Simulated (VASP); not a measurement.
```yaml
crystal:
  lattice:
    - [-2.76648, 2.76648, 1.53443]
    - [2.76648, -2.76648, 1.53443]
    - [2.76648, 2.76648, -1.53443]
  atoms:
    - { symbol: Sc, position: [0.75000, 0.25000, 0.50000] }
    - { symbol: Sc, position: [0.00000, 0.00000, 0.00000] }
```

All values below come from PBEsol GGA, VASP's PBE PAW potentials (set 64) (plane waves; VASP). Settings: 400 eV cut-off, Gaussian smearing of 0.050 eV, potentials Sc_sv.

### Question
Estimate the band gap (along the path) with the smallest direct gap where there is one.

### Answer

- band gap (along the path): none (metal, semimetal or under 0.01 eV)

Total energies compare only between runs with the same potentials, cut-off and functional.

The structure was generated: Sc was put into the beta-Sn type (I4_1/amd), which need not be its known phase. It was relaxed first, which changed the volume by -11 %.
